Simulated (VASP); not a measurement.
**Shielding tensors and field gradients of SiO2 (Quartz)**

Aim: NMR shielding tensors and field gradients of SiO2 (Quartz). The cell has space group P3_121. The start is a cell from a database of measured crystal structures.

Calculated with VASP 6.6.1; PBE; plane waves and PAW (Si, O), in the first sound run; inputs show where later runs differ.

Report form: the programs' logs are mostly left out.

**1. Set-up**

It takes space group P3_121 (No. 152, trigonal). The conventional cell has a = 4.916 Å, b = 4.916 Å, c = 5.409 Å, α = 90.00°, β = 90.00°, γ = 120.00°. Si has 4 O at 1.61 Å nearest. O has 2 Si at 1.61 Å nearest. Farther neighbours and most contacts between anions are not listed.

Structure file:

```cif
data_structure
_symmetry_space_group_name_H-M 'P 1'
_symmetry_Int_Tables_number 1
_cell_length_a 4.9158
_cell_length_b 4.9158
_cell_length_c 5.4091
_cell_angle_alpha 90.000
_cell_angle_beta 90.000
_cell_angle_gamma 120.000
_cell_volume 113.20
loop_
_atom_site_label
_atom_site_type_symbol
_atom_site_fract_x
_atom_site_fract_y
_atom_site_fract_z
_atom_site_occupancy
Si1 Si 0.46970 0.46970 0.00000 1
Si2 Si 0.00000 0.53030 0.66667 1
Si3 Si 0.53030 0.00000 0.33333 1
O4 O 0.85380 0.26800 0.45233 1
O5 O 0.73200 0.58580 0.78567 1
O6 O 0.41420 0.14620 0.11900 1
O7 O 0.26800 0.85380 0.54767 1
O8 O 0.58580 0.73200 0.21433 1
O9 O 0.14620 0.41420 0.88100 1
```

**2. Ground state**

The next steps need an insulator, so the gap is checked first.

The input, INCAR:

```
SYSTEM = SiO2
PREC = Accurate
ENCUT = 520
EDIFF = 1E-07
NELM = 100
ISMEAR = 0
SIGMA = 0.01
LREAL = .FALSE.
ALGO = Normal
GGA = PE
NBANDS = 33
LORBIT = 11
LWAVE = .FALSE.
LCHARG = .FALSE.
KPAR = 4
```

The input, POSCAR:

```
SiO2
1.0
    4.9158000000      0.0000000000      0.0000000000
   -2.4579000000      4.2572076799      0.0000000000
    0.0000000000      0.0000000000      5.4091000000
Si O
3 6
Direct
    0.4697000000      0.4697000000      0.0000000000
    0.0000000000      0.5303000000      0.6666666667
    0.5303000000      0.0000000000      0.3333333333
    0.8538000000      0.2680000000      0.4523333333
    0.7320000000      0.5858000000      0.7856666667
    0.4142000000      0.1462000000      0.1190000000
    0.2680000000      0.8538000000      0.5476666667
    0.5858000000      0.7320000000      0.2143333333
    0.1462000000      0.4142000000      0.8810000000
```

The input, KPOINTS:

```
Automatic mesh
0
Gamma
5 5 4
0 0 0
```

Potentials, in the order of the species: Si and O (PBE family, release 64).

Launch:

```bash
$ mpirun -np 4 vasp_std
```

Wall time 11 s (4 MPI ranks of Intel Xeon 6975P-C (Granite Rapids), shared host); peak memory 0.99 GiB.

The gap is read on the k-mesh alone, so it is an upper bound where the band edges lie off the mesh.

A gap read on the k-mesh alone can miss the band edges.

This step gave:

```
free energy (TOTEN)            : -71.0210 eV
Fermi energy                   : 1.166 eV
pressure                       : 7.250 GPa
gap on the k-mesh              : 6.004 eV
least direct gap on the k-mesh : 6.310 eV
```

The cell has a gap of 6.00 eV on this mesh and a pressure of +7.2 GPa, which holds the misfit of the given cell and coordinates with this functional, and any error of cutoff, mesh and data sets. Forces of up to 0.38 eV/Å remain in these settings.

**3. Shielding tensors**

This step: chemical shifts by linear response (GIPAW), PBE; plane waves and PAW (Si, O) (VASP 6.6.1).

LCHIMAG computes the induced currents by linear response. It needs tightly converged orbitals and a cutoff well above the default; LEFG adds the field gradients at no cost.

The input, INCAR:

```
SYSTEM = SiO2
PREC = Accurate
ENCUT = 560
EDIFF = 1E-09
NELM = 100
ISMEAR = 0
SIGMA = 0.01
LREAL = .FALSE.
ALGO = Normal
GGA = PE
NBANDS = 33
LWAVE = .FALSE.
LCHARG = .FALSE.
KPAR = 4
LCHIMAG = .TRUE.
LEFG = .TRUE.
DQ = 0.001
ICHIBARE = 1
LNMR_SYM_RED = .TRUE.
```

POSCAR is that of step 2.

KPOINTS is that of step 2.

Launch:

```bash
$ mpirun -np 4 vasp_std
```

The job ended after 8.1 min (4 MPI ranks; peak memory 2.8 GiB; 32 min of CPU time).

The atoms bear forces, and field gradients depend strongly on their positions.

Numbers from this step:

| Item | Value |
| --- | --- |
| free energy (TOTEN) | -71.0303 eV |
| Fermi energy | 1.165 eV |
| pressure | 7.131 GPa |
| gap on the k-mesh | 6.005 eV |
| least direct gap on the k-mesh | 6.311 eV |

Valence and core; the G = 0 term is that of a spherical sample. NMR shielding, by row:

```
atom  isotropic shielding (ppm)  span (ppm)     skew  isotropic shielding without the G = 0 term (ppm)
 Si1                      441.3       6.986  -0.1166                                             432.5
 Si2                      441.3       6.986  -0.1166                                             432.5
 Si3                      441.3       7.012  -0.1184                                             432.5
  O4                      217.6       76.41   0.8535                                             208.7
  O5                      217.6       76.39   0.8542                                             208.7
  O6                      217.6       76.38   0.8535                                             208.7
  O7                      217.6       76.38   0.8535                                             208.7
  O8                      217.6       76.41   0.8535                                             208.7
  O9                      217.6       76.39   0.8542                                             208.7
```

Ordered as |Vzz| ≥ |Vxx| ≥ |Vyy|, the program's way. Electric field gradients, by row:

```
atom  Vxx (V/Å²)  Vyy (V/Å²)  Vzz (V/Å²)  asymmetry
 Si1      -6.962      -1.465       8.428      0.652
 Si2      -6.962      -1.466       8.428      0.652
 Si3      -6.962      -1.466       8.428      0.652
  O4      -52.13      -34.57        86.7      0.203
  O5      -52.13      -34.57        86.7      0.203
  O6      -52.13      -34.57        86.7      0.203
  O7      -52.13      -34.57        86.7      0.203
  O8      -52.13      -34.57        86.7      0.203
  O9      -52.13      -34.57        86.7      0.203
```

**4. Another functional**

This step: chemical shifts by linear response (GIPAW), LDA; plane waves and PAW (Si, O) (VASP 6.6.1).

The functional is changed, to see how much the shieldings depend on it.

Edit INCAR of step 3 so:

```diff
@@ -9,3 +9,3 @@
 ALGO = Normal
-GGA = PE
+GGA = CA
 NBANDS = 33
```

POSCAR is that of step 3.

KPOINTS is that of step 3.

Launch:

```bash
$ mpirun -np 4 vasp_std
```

Wall time 7.8 min (4 MPI ranks); peak memory 2.8 GiB; 31 min of CPU time.

The PAW data sets were made with PBE, though LDA sets exist; this is a small mismatch.

This step gave:

| Item | Value |
| --- | --- |
| free energy (TOTEN) | -77.7008 eV |
| Fermi energy | 0.8744 eV |
| pressure | 1.447 GPa |
| gap on the k-mesh | 5.762 eV |
| least direct gap on the k-mesh | 6.079 eV |

Valence and core; the G = 0 term is that of a spherical sample. NMR shielding, by row:

```
atom  isotropic shielding (ppm)  span (ppm)     skew  isotropic shielding without the G = 0 term (ppm)
 Si1                      432.5       7.021  -0.1707                                             423.7
 Si2                      432.5       7.021  -0.1707                                             423.7
 Si3                      432.5       7.048   -0.172                                             423.7
  O4                      206.8       75.16   0.8495                                               198
  O5                      206.8       75.14   0.8502                                               198
  O6                      206.8       75.13   0.8494                                               198
  O7                      206.8       75.13   0.8494                                               198
  O8                      206.8       75.16   0.8495                                               198
  O9                      206.8       75.14   0.8502                                               198
```

Ordered as |Vzz| ≥ |Vxx| ≥ |Vyy|, the program's way. Electric field gradients, by row:

```
atom  Vxx (V/Å²)  Vyy (V/Å²)  Vzz (V/Å²)  asymmetry
 Si1      -6.655      -1.395        8.05      0.653
 Si2      -6.655      -1.395        8.05      0.653
 Si3      -6.655      -1.395        8.05      0.653
  O4      -50.12      -33.55       83.67      0.198
  O5      -50.12      -33.55       83.67      0.198
  O6      -50.12      -33.55       83.67      0.198
  O7      -50.12      -33.55       83.67      0.198
  O8      -50.12      -33.55       83.67      0.198
  O9      -50.12      -33.55       83.67      0.198
```

Against the first shielding run the largest change is -10.7 ppm, on O4.

**5. Summary**

This step: chemical shifts by linear response (GIPAW), PBE, LDA; plane waves and PAW (VASP 6.6.1).

No new run; the numbers come from the runs before.

Isotropic shieldings. Cost is wall time times ranks on a shared host. Shieldings by setting:

```
                run  ENCUT (eV)  k mesh  Si1, Wyckoff letter a (ppm)  O4, Wyckoff letter c (ppm)  cost (core minutes)
first shielding run         560   5x5x4                        441.3                       217.6                32.21
 another functional         560   5x5x4                        432.5                       206.8                31.14
```

**6. Outcome**

- Si, isotropic shielding: 441.3 ppm
- O, isotropic shielding: 217.6 ppm

**Reading.** At PBE, in the first shielding run, the isotropic shieldings are Si 441.3 ppm; O 217.6 ppm. In the first shielding run the widest tensor is that of O4, with a span (largest less smallest principal value) of 76.4 ppm. The largest field gradient of that run is Vzz = 86.7 V/Å² at O4. Against the first shielding run, the one with another functional moves the shieldings by at most 11 ppm. Shifts were not obtained, since a shift is the shielding of a reference compound, computed alike, less these values. The G = 0 term is the part set by the sample's shape, taken here for a sphere. No finer mesh was run, so convergence in it isn't shown. VASP's guide advises LASPH and NLSPLINE for shieldings, which this input doesn't set; the effect wasn't tested. Where the functional isn't the one that the data sets were made with, the shieldings hold that mismatch too. The cell has space group P3_121. The given cell is kept, although it stands at +7.1 GPa at PBE and ENCUT = 560 eV, which holds the mismatch of the given cell with this functional, any error of the entry itself and any basis-set error. The atoms weren't relaxed and carry forces of up to 0.38 eV/Å at PBE in the first shielding run, so the numbers belong to the given coordinates, and a relaxation would change them.

[Lines on the potential files, build, host, timing and source positions are cut from VASP's logs without a mark.]

[Logs are printed without paths, hosts, clocks, repeated set-up lines and the standing remarks that a program may print on its own settings, such as how far it seeks lower states.]

[Hosts, paths, dates, database ids (printed as entryN), source tags and the programs' standing remarks are cut or masked in the printed files.]
